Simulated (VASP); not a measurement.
Here is the system:

```
CELL_PARAMETERS angstrom
      4.59582     0.00000     0.00000
      0.00000     4.59582     0.00000
      0.00000     0.00000     4.59582
ATOMIC_POSITIONS crystal
  Fe 0.86388 0.63612 0.36388
  Fe 0.36388 0.86388 0.63612
  Fe 0.13612 0.13612 0.13612
  Fe 0.63612 0.36388 0.86388
  Ge 0.15809 0.34191 0.65809
  Ge 0.65809 0.15809 0.34191
  Ge 0.84191 0.84191 0.84191
  Ge 0.34191 0.65809 0.15809
```
Starting moments (μB, in the order of the record's atoms Fe Fe Fe Fe Ge Ge Ge Ge): 1.1 1.1 1.1 1.1 -0.1 -0.1 -0.1 -0.1.

Computed with PBEsol GGA, VASP's PBE PAW potentials (set 64) (plane waves; VASP). Numerical set-up: 400 eV cut-off, 8×8×8 Γ-centred mesh, tetrahedra with Blöchl corrections, potentials Fe Ge_d.

The cores are frozen, which limits the accuracy of field gradients.

**Question.** Give the principal components of the electric field gradient (V/Å²) and the asymmetry η at each nucleus.

**Answer.** 
| atom | Vxx | Vyy | Vzz | η |
|---|---|---|---|---|
| Fe1 | 5.9 | 5.9 | -11.8 | 0.00 |
| Fe2 | 5.9 | 5.9 | -11.8 | 0.00 |
| Fe3 | 5.9 | 5.9 | -11.8 | 0.00 |
| Fe4 | 5.9 | 5.9 | -11.8 | 0.00 |
| Ge5 | 40.2 | 40.2 | -80.4 | 0.00 |
| Ge6 | 40.2 | 40.2 | -80.4 | 0.00 |
| Ge7 | 40.2 | 40.2 | -80.4 | 0.00 |
| Ge8 | 40.2 | 40.2 | -80.4 | 0.00 |

The compound is FeGe in the B20 structure. It was relaxed first, which changed the volume by -7 %.
